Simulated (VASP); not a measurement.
Runs of VASP 6.6.1 on Ni. It takes space group Fm-3m (No. 225, cubic). Conventional cell: a = 3.551 Å, b = 3.551 Å, c = 3.551 Å, α = 90.00°, β = 90.00°, γ = 90.00°. Around Ni (site symmetry m-3m) lie 12 Ni at 2.51 Å. 

```tsv
task	level	potentials or basis	spin	cell	k mesh	cutoff (eV)	mesh quality	gap on the mesh (eV)	pressure (GPa)	moment (μB)	relaxed volume (Å³/atom)
relaxation of cell and atoms	LDA	VASP PAW LDA potentials, release 64 (Ni)	collinear, ferromagnetic start	relaxed	20 × 20 × 20	600	not flagged	none	-0.1	0.60	10.03
relaxation of cell and atoms	RPBE	VASP PAW PBE potentials, release 64 (Ni)	collinear, ferromagnetic start	relaxed	20 × 20 × 20	600	not flagged	none	0.0	0.64	11.21
relaxation of cell and atoms	PBEsol	VASP PAW PBE potentials, release 64 (Ni)	collinear, ferromagnetic start	relaxed	20 × 20 × 20	480	not flagged	none	0.0	0.62	10.38
single point	PBEsol	VASP PAW PBE potentials, release 64 (Ni)	collinear, ferromagnetic start	as given	20 × 20 × 20	520	not flagged	none	-14.3	0.63	-
relaxation of cell and atoms	PBEsol	VASP PAW PBE potentials, release 64 (Ni)	collinear, ferromagnetic start	relaxed	20 × 20 × 20	600	not flagged	none	0.0	0.62	10.38
relaxation of cell and atoms	PBEsol	VASP PAW PBE potentials, release 64 (Ni)	collinear, ferromagnetic start	relaxed	8 × 8 × 8	600	coarse	none	0.0	(a)	(b)
relaxation of cell and atoms	PBEsol	VASP PAW PBE potentials, release 64 (Ni)	collinear, ferromagnetic start	relaxed	20 × 20 × 20	580	not flagged	none	0.0	0.62	10.38
relaxation of cell and atoms	PBEsol	VASP PAW PBE potentials, release 64 (Ni)	off	relaxed	20 × 20 × 20	600	not flagged	none	0.0	-	10.32
```

Alike in all rows: smearing gaussian 0.1 eV.

Fill in the values left out.

(a) 0.70; (b) 10.39.

Caveats: some runs use coarse meshes; the PAW data sets were made with another functional, which shifts forces and pressure a little (some runs); the volume moved by -10 % from the deposited cell, more than functionals usually miss (some runs).

A gap of «none» marks a metal or a gap under the smearing width.

Runs at the PBE level aren't shown here.
